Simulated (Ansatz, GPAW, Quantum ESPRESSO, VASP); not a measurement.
One structure in several programs: Ti (P1, 3 atoms in the cell)

Self-consistent single point, at a second geometry (lattice scaled by 0.98). First geometry:

```
CELL_PARAMETERS angstrom
      4.56737     0.00000     0.00000
     -2.28369     3.95546     0.00000
      0.00000     0.00000     2.82624
ATOMIC_POSITIONS crystal
  Ti 0.00179 0.00843 0.02665
  Ti 0.31972 0.65167 0.49430
  Ti 0.67849 0.33990 0.47906
```

Shared settings, as Ansatz (a quantum-chemistry and plane-wave program) writes them: kpoints.mp_grid.grid = 5 5 7; scf.occupations.method = fermi_dirac; scf.occupations.width = 0.01 Ry. Potentials and cutoffs stand in the table.

```csv
code,model,ΔF from the first geometry (meV/atom),pressure (GPa),largest force (eV/Å),cutoff
GPAW,"PBEsol, GPAW PAW datasets PBEsol (made by gpaw-setup)",6.6,4.61,0.715,850 eV
Ansatz,"PBEsol, default PAW files made with PBE",3.0,4.22,0.712,default
VASP,"PBEsol, VASP's PBE PAW potentials (set 64)",5.4,3.89,0.724,300 eV
Quantum ESPRESSO,"PBEsol, GBRV 1.5 ultrasoft (PBESOL) pseudopotentials",2.9,4.22,0.713,50 Ry
```

For VASP (by 0.7 GPa) the energy change implies a higher mean pressure, against the two pressures, than for the other programs: a sign of finite-basis (Pulay) stress.

Size of the force on each atom (eV/Å): Sizes of forces hide their directions.

| code | Ti1 | Ti2 | Ti3 |
|---|---|---|---|
| GPAW | 0.715 | 0.565 | 0.552 |
| Ansatz | 0.712 | 0.548 | 0.540 |
| VASP | 0.724 | 0.555 | 0.545 |
| Quantum ESPRESSO | 0.713 | 0.549 | 0.541 |

On Ansatz's run: spin polarisation is off.

The spread over the programs that give each value: ΔF from the first geometry within 3.7 meV/atom; pressure within 0.72 GPa; largest force within 0.012 eV/Å.

Ansatz's pressure is given at a fixed set of plane waves, as the other plane-wave codes print theirs.

VASP's run is marked for a possible Pulay error in its stress at this cutoff; no cutoff test was made.

The starting cell comes from a database of computed structures (which also holds hypothetical and non-ambient phases and stackings), without a prior relaxation at this level. Its atoms were displaced at random from the sites of space group no. 191. For this run, on top of that: lattice scaled by 0.98.

Left out of this page: CP2K, Elk, FLEUR and SIESTA (not drawn, or without a comparable value).

Keys are those of Ansatz 0.2.
